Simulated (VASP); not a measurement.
A snapshot from molecular dynamics of Si, step 121; the first frame, the perfect lattice, has an electronic free energy F (no ionic kinetic energy) of -5.314 eV/atom.

Given:

```
Si
1.0
   10.86200     0.00000     0.00000
    0.00000    10.86200     0.00000
    0.00000     0.00000    10.86200
Si
64
Direct
  0.50270   0.00064   0.00006
  0.61948   0.14299   0.11945
  0.74453   0.24820   0.99016
  0.87416   0.35174   0.13097
  0.75543   0.02520   0.24802
  0.88527   0.11695   0.39149
  0.00642   0.01994   0.00571
  0.13509   0.11479   0.14652
  0.24607   0.24016   0.00631
  0.36957   0.40328   0.10212
  0.50737   0.52162   0.98299
  0.63769   0.61999   0.14467
  0.75202   0.73676   0.01378
  0.87185   0.90236   0.11301
  0.25819   0.97690   0.26656
  0.37787   0.12256   0.36504
  0.47587   0.26873   0.24076
  0.60835   0.36051   0.37396
  0.74497   0.48725   0.26308
  0.88133   0.62774   0.36500
  0.50810   0.01529   0.49899
  0.62634   0.11192   0.64544
  0.74227   0.24143   0.50100
  0.86355   0.38576   0.60696
  0.75777   0.97188   0.76971
  0.87727   0.12888   0.87001
  0.99824   0.49228   0.01503
  0.11874   0.63916   0.11725
  0.25589   0.73738   0.99559
  0.38412   0.85545   0.12220
  0.01847   0.24276   0.26337
  0.13266   0.38379   0.37054
  0.24403   0.50793   0.23364
  0.38029   0.61416   0.37142
  0.50599   0.74989   0.26464
  0.63995   0.88582   0.37181
  0.98993   0.98490   0.51952
  0.11537   0.13858   0.61639
  0.24488   0.24414   0.48985
  0.37286   0.35793   0.62921
  0.50202   0.48387   0.51539
  0.60662   0.64391   0.61019
  0.75557   0.74798   0.49169
  0.87590   0.85158   0.63813
  0.25093   0.02172   0.72982
  0.38324   0.12047   0.88048
  0.50149   0.25083   0.76560
  0.63380   0.38651   0.86458
  0.74080   0.51799   0.73727
  0.87756   0.60686   0.87206
  0.99339   0.76580   0.24133
  0.12253   0.86404   0.38925
  0.00528   0.51010   0.49900
  0.12608   0.61348   0.64187
  0.25594   0.73387   0.49354
  0.36191   0.89315   0.60145
  0.98207   0.26279   0.73309
  0.11515   0.36452   0.87745
  0.25003   0.47814   0.75678
  0.36922   0.62627   0.85578
  0.48745   0.77471   0.73377
  0.61864   0.86040   0.89339
  0.00580   0.74807   0.76708
  0.14766   0.89527   0.86880
```

Method: PBE GGA, VASP's PBE PAW potentials (set 64) (plane waves; VASP). Numerical set-up: PREC = Normal, LREAL = Auto, ISYM = 0, EDIFF = 1E-5, 300 eV cut-off, 1×1×1 Γ-centred mesh, Fermi-Dirac smearing of 0.026 eV, potentials Si.

Question: Give F per atom of this frame and the forces (eV/Å).

Answer: -5.248 eV/atom.
```csv
atom,Fx,Fy,Fz
Si1,0.07,-0.77,1.36
Si2,-0.83,-0.50,0.95
Si3,0.68,0.69,-0.28
Si4,0.07,0.81,0.60
Si5,-0.46,-0.52,-0.29
Si6,-0.27,0.87,-0.61
Si7,1.06,-0.39,-1.31
Si8,0.76,-0.12,-0.27
Si9,0.34,0.42,-0.37
Si10,-0.06,-1.44,-0.24
Si11,0.65,-0.30,0.82
Si12,-1.53,0.25,-0.64
Si13,0.85,0.66,-0.90
Si14,-0.48,-1.60,0.48
Si15,-0.07,-0.01,-1.16
Si16,-0.18,0.38,0.42
Si17,0.34,-0.54,-1.11
Si18,0.98,0.49,0.90
Si19,1.17,-0.97,-0.16
Si20,-0.31,-0.40,0.11
Si21,0.14,-0.82,-0.57
Si22,0.76,0.63,0.28
Si23,-0.13,-0.47,0.22
Si24,-0.50,0.58,0.01
Si25,-0.59,1.07,-0.28
Si26,-0.13,-0.42,-0.23
Si27,-0.28,-0.48,-0.86
Si28,-0.65,-0.52,0.68
Si29,-0.10,1.63,-0.94
Si30,-0.24,0.92,0.56
Si31,-1.64,0.09,0.18
Si32,-0.04,0.39,0.34
Si33,0.23,0.68,0.75
Si34,0.16,-0.75,0.34
Si35,0.76,-0.09,-0.58
Si36,-0.54,0.48,0.21
Si37,1.21,0.21,-0.32
Si38,-0.87,-0.59,0.28
Si39,0.90,0.45,-0.30
Si40,-0.22,-0.23,-0.03
Si41,-0.74,0.70,-1.24
Si42,0.93,-0.47,0.68
Si43,-0.29,0.06,0.03
Si44,-0.41,0.23,-0.15
Si45,0.41,-0.14,1.00
Si46,-1.45,0.45,-0.46
Si47,0.51,-0.24,-0.85
Si48,-0.52,0.12,0.67
Si49,0.16,-0.28,-0.89
Si50,0.02,1.15,1.33
Si51,0.03,0.34,-0.07
Si52,-0.50,0.05,-0.27
Si53,-0.09,-0.45,-0.43
Si54,0.65,0.79,-0.52
Si55,-0.89,0.04,1.28
Si56,0.53,-0.48,-0.07
Si57,0.52,-0.21,0.88
Si58,-0.10,-0.23,0.53
Si59,-0.23,0.35,-0.25
Si60,0.81,0.29,-0.26
Si61,-0.30,-0.54,0.78
Si62,0.34,-0.17,-0.95
Si63,0.94,-0.22,0.15
Si64,-1.33,-0.95,1.01
```

The cell is a supercell, built from Si (diamond). Its lattice is the typed one, not relaxed at this level.
